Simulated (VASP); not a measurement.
Calculation: PBEsol GGA with spin-orbit coupling, VASP's PBE PAW potentials (set 64) (plane waves; VASP 6.6.1).

VASP ran on this input.

**INCAR**
```
ALGO=Normal
EDIFF=1E-6
ENCUT=300
GGA=PS
GGA_COMPAT=.False.
ISIF=2
ISMEAR=-1
LASPH=.True.
LCHARG=.False.
LMAXMIX=6
LNONCOLLINEAR=.True.
LORBIT=11
LREAL=.False.
LSORBIT=.True.
LWAVE=.False.
MAGMOM=0.0 0.0 0.0 0.0 0.0 0.0 0.0 0.0 0.0 0.0 0.0 0.0 0.0 0.0 0.0 0.0 0.0 0.0
NELM=100
PREC=Accurate
SIGMA=0.05
SYSTEM=RbAu5
```

### KPOINTS
```
Automatic mesh
0
Gamma
5 5 5
0 0 0
```

**POSCAR**
```
RbAu5
1.0
  5.7620000000   0.0000000000   0.0000000000
 -2.8810000000   4.9900380000   0.0000000000
  0.0000000000   0.0000000000   4.4420000000
Rb Au
1 5
Cart
  0.0000000000   0.0000000000   0.0000000000
 -0.0000028810   3.3266936633   0.0000000000
  2.8810028810   1.6633443367   0.0000000000
  2.8810000000   0.0000000000   2.2210000000
  1.4405000000   2.4950190000   2.2210000000
 -1.4405000000   2.4950190000   2.2210000000
```

POTCAR, in this order: Rb_sv Au (PBE.64 set). Program: vasp_ncl.

The resulting files:

File OUTCAR:
```
 ion  position               nearest neighbor table
   1  0.000  0.000  0.000-   2 3.33   3 3.33   2 3.33   3 3.33   3 3.33   2 3.33   5 3.64   6 3.64
                             5 3.64   6 3.64   6 3.64   6 3.64   5 3.64   5 3.64   4 3.64   4 3.64
   2  0.333  0.667  0.000-   4 2.77   4 2.77   6 2.77   6 2.77   5 2.77   5 2.77   3 3.33   1 3.33
                             3 3.33   1 3.33   1 3.33   3 3.33
   3  0.667  0.333  0.000-   4 2.77   4 2.77   6 2.77   6 2.77   5 2.77   5 2.77   2 3.33   1 3.33
                             2 3.33   1 3.33   1 3.33   2 3.33
   4  0.500  0.000  0.500-   2 2.77   3 2.77   2 2.77   3 2.77   5 2.88   6 2.88   5 2.88   6 2.88
                             1 3.64   1 3.64   1 3.64   1 3.64
   5  0.500  0.500  0.500-   2 2.77   3 2.77   2 2.77   3 2.77   4 2.88   4 2.88   6 2.88   6 2.88
                             1 3.64   1 3.64   1 3.64   1 3.64
   6  0.000  0.500  0.500-   2 2.77   3 2.77   2 2.77   3 2.77   4 2.88   4 2.88   5 2.88   5 2.88
                             1 3.64   1 3.64   1 3.64   1 3.64
  LATTYP: Found a hexagonal cell.
 ALAT       =     5.7620000000
 C/A-ratio  =     0.7709128775
 Subroutine PRICEL returns:
 Original cell was already a primitive cell.
 Subroutine GETGRP returns: Found 24 space group operations
The static configuration has the point symmetry D_6h.
The dynamic configuration has the point symmetry D_6h.
The overall configuration has the point symmetry D_6h.
 Subroutine INISYM returns: Found 24 space group operations
 Subroutine IBZKPT returns following result:
 Found     15 irreducible k-points:

 Following reciprocal coordinates:
            Coordinates               Weight
  0.000000  0.000000  0.000000      1.000000
  0.200000  0.000000  0.000000      6.000000
  0.400000 -0.000000  0.000000      6.000000
  0.200000  0.200000  0.000000      6.000000
  0.400000  0.200000  0.000000      6.000000
  0.000000  0.000000  0.200000      2.000000
  0.200000  0.000000  0.200000     12.000000
  0.400000 -0.000000  0.200000     12.000000
  0.200000  0.200000  0.200000     12.000000
  0.400000  0.200000  0.200000     12.000000
  0.000000  0.000000  0.400000      2.000000
  0.200000  0.000000  0.400000     12.000000
...
```

**OSZICAR**
```
       N       E                     dE             d eps       ncg     rms          rms(c)
DAV:   1     0.303786456004E+03    0.30379E+03   -0.23178E+04  2280   0.103E+03
DAV:   2    -0.104050780634E+02   -0.31419E+03   -0.29593E+03  2540   0.265E+02
DAV:   3    -0.248735763076E+02   -0.14468E+02   -0.14202E+02  2700   0.521E+01
DAV:   4    -0.253135225273E+02   -0.43995E+00   -0.43907E+00  3276   0.790E+00
DAV:   5    -0.253203978961E+02   -0.68754E-02   -0.68724E-02  2728   0.896E-01    0.207E+01
DAV:   6    -0.231129291457E+02    0.22075E+01   -0.73945E+00  2488   0.164E+01    0.131E+01
DAV:   7    -0.230538442992E+02    0.59085E-01   -0.39768E-01  2540   0.383E+00    0.696E+00
DAV:   8    -0.230303011050E+02    0.23543E-01   -0.40070E-02  2492   0.195E+00    0.264E+00
DAV:   9    -0.230287549454E+02    0.15462E-02   -0.41051E-03  2604   0.481E-01    0.239E-01
DAV:  10    -0.230286308107E+02    0.12413E-03   -0.86878E-04  2492   0.287E-01    0.638E-02
DAV:  11    -0.230286595445E+02   -0.28734E-04   -0.10944E-04  2568   0.708E-02    0.322E-02
DAV:  12    -0.230286705381E+02   -0.10994E-04   -0.16429E-05  2684   0.193E-02    0.119E-02
DAV:  13    -0.230286719140E+02   -0.13759E-05   -0.15560E-06  2028   0.624E-03    0.512E-03
DAV:  14    -0.230286721917E+02   -0.27775E-06   -0.13842E-06  1680   0.525E-03
   1 F= -.23028672E+02 E0= -.23021434E+02  d E =-.144772E-01  mag=    -0.0000    -0.0000    -0.0000
```

**OUTCAR**
```
------------------------ aborting loop because EDIFF is reached ----------------------------------------
  FORCE on cell =-STRESS in cart. coord.  units (eV):
  Direction    XX          YY          ZZ          XY          YZ          ZX
  --------------------------------------------------------------------------------------
  Total       -1.1842300     -1.1842298     -1.1857650      0.0000000     -0.0000000      0.0000000
  in kB      -14.8556265    -14.8556243    -14.8748821      0.0000000     -0.0000000      0.0000000
  external PRESSURE =     -14.8620443 kB  Pullay stress =       0.0000000 kB
  volume of cell :      127.72
      direct lattice vectors                 reciprocal lattice vectors
     5.762000000  0.000000000  0.000000000     0.173550850  0.100199638  0.000000000
    -2.881000000  4.990038000  0.000000000     0.000000000  0.200399276  0.000000000
     0.000000000  0.000000000  4.442000000     0.000000000  0.000000000  0.225123818
 POSITION                                       TOTAL-FORCE (eV/Angst)
 -----------------------------------------------------------------------------------
      0.00000      0.00000      0.00000         0.000000      0.000000      0.000000
     -0.00000      3.32669      0.00000         0.000000      0.000000      0.000000
      2.88100      1.66334      0.00000        -0.000000      0.000000      0.000000
      2.88100      0.00000      2.22100         0.000000      0.000000      0.000000
      1.44050      2.49502      2.22100         0.000000      0.000000      0.000000
     -1.44050      2.49502      2.22100         0.000000      0.000000      0.000000
 -----------------------------------------------------------------------------------
    total drift:                                0.000000      0.000000      0.000000
  FREE ENERGIE OF THE ION-ELECTRON SYSTEM (eV)
  ---------------------------------------------------
  free  energy   TOTEN  =       -23.0286721917 eV

  energy  without entropy=      -23.0141950220  energy(sigma->0) =      -23.02143361

 total charge

# of ion       s       p       d       tot
------------------------------------------
    1        1.954   5.334   0.046   7.334
    2        0.623   0.322   8.715   9.660
    3        0.623   0.322   8.715   9.660
    4        0.598   0.346   8.693   9.637
    5        0.598   0.346   8.693   9.637
    6        0.598   0.346   8.693   9.637
--------------------------------------------------
tot          4.995   7.016  43.554  55.565

 magnetization (x)

# of ion       s       p       d       tot
------------------------------------------
    1        0.000   0.000   0.000   0.000
    2       -0.000  -0.000  -0.000  -0.000
    3        0.000   0.000  -0.000  -0.000
    4        0.000   0.000  -0.000  -0.000
    5        0.000   0.000  -0.000   0.000
    6        0.000   0.000   0.000   0.000
--------------------------------------------------
tot         -0.000   0.000  -0.000  -0.000

 magnetization (y)

# of ion       s       p       d       tot
------------------------------------------
    1       -0.000  -0.000   0.000  -0.000
    2        0.000   0.000   0.000   0.000
    3        0.000   0.000   0.000   0.000
    4        0.000   0.000  -0.000  -0.000
    5        0.000   0.000   0.000   0.000
    6       -0.000   0.000   0.000  -0.000
--------------------------------------------------
tot         -0.000  -0.000   0.000  -0.000

 magnetization (z)

# of ion       s       p       d       tot
------------------------------------------
    1       -0.000   0.000   0.000  -0.000
    2        0.000   0.000   0.000   0.000
    3        0.000   0.000   0.000   0.000
    4        0.000  -0.000   0.000   0.000
    5        0.000   0.000   0.000   0.000
    6        0.000  -0.000   0.000   0.000
--------------------------------------------------
tot          0.000  -0.000   0.000   0.000

 Ion:    1  E_soc:     -0.0549919

 Ion:    2  E_soc:     -0.5621461

 Ion:    3  E_soc:     -0.5621461

 Ion:    4  E_soc:     -0.5840505

 Ion:    5  E_soc:     -0.5840505

 Ion:    6  E_soc:     -0.5840505
```
(Selected blocks of OUTCAR.)

At this cut-off the stress carries a Pulay error, which pulls relaxed volumes low.

The structure comes from a measured RbAu5 entry (P6/mmm) of the Crystallography Open Database, whose conditions weren't checked. The cell was not relaxed at this level. The run is one of a series of settings (GGA_COMPAT = .FALSE., LNONCOLLINEAR = .TRUE., LSORBIT = .TRUE., MAGMOM = 0.0 0.0 0.0 0.0 0.0 0.0 0.0 0.0 0.0 0.0 0.0 0.0 0.0 0.0 0.0 0.0 0.0 0.0, program vasp_ncl against the base run), some of them coarse on purpose.
